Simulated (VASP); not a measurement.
These are LDA (Ceperley-Alder, Perdew-Zunger), VASP's LDA PAW potentials (set 64) (plane waves; VASP 6.6.1) values and carry that method's errors.

VASP ran on this input.

**KPOINTS**
```
K-points
0
Gamma
 10 10 10
0 0 0
```

**INCAR**
```
ALGO  =  Normal
EDIFF  =  1E-6
ENCUT  =  300
ISIF  =  2
ISMEAR  =  -1
LASPH  =  T
LCHARG  =  F
LMAXMIX  =  4
LREAL  =  F
LWAVE  =  F
NELM  =  100
PREC  =  Accurate
SIGMA  =  0.1
SYSTEM  =  AlRu
```

File POSCAR:
```
AlRu
1
    3.1644560000     0.0000000000     0.0000000000
    0.0000000000     3.1644560000     0.0000000000
    0.0000000000     0.0000000000     3.1644560000
Al Ru
1 1
Direct
  0.0000000000   0.0000000000   0.0000000000
  0.5000000000   0.5000000000   0.5000000000
```

POTCAR, in this order: Al Ru_pv (LDA.64 set). Program: vasp_std.

At this cut-off the stress carries a Pulay error, which pulls relaxed volumes low.

Task: Estimate the energy per atom (σ→0), pressure, band gap (on the k-mesh).

Result: 
- energy per atom (σ→0): -7.765 eV/atom
- band gap (on the k-mesh): none (metal, semimetal or under 0.01 eV)
- pressure: -30.23 GPa

OSZICAR:
```
...
DAV:   5    -0.161881433243E+02   -0.19623E-03   -0.19623E-03  1612   0.315E-01    0.858E+00
DAV:   6    -0.157174985763E+02    0.47064E+00   -0.38091E+00  1408   0.209E+01    0.255E+00
DAV:   7    -0.155855955830E+02    0.13190E+00   -0.47823E-01  1424   0.766E+00    0.153E+00
DAV:   8    -0.155610942648E+02    0.24501E-01   -0.38408E-02  1424   0.174E+00    0.207E-01
DAV:   9    -0.155607354270E+02    0.35884E-03   -0.64473E-04  1540   0.246E-01    0.108E-01
DAV:  10    -0.155606899045E+02    0.45522E-04   -0.63056E-05  1588   0.107E-01    0.121E-02
DAV:  11    -0.155606894734E+02    0.43102E-06   -0.15786E-06  1124   0.126E-02
   1 F= -.15560689E+02 E0= -.15529247E+02  d E =-.628850E-01
```

The structure was generated: AlRu was put into an ordered model structure, which need not be its known phase. The cell was not relaxed at this level. The run is one of a series of settings (GGA removed, POTCAR Al Ru_pv (LDA.64 set) against the base run), some of them coarse on purpose. The electron count is odd and the run is not spin-polarised, which forces a metal.
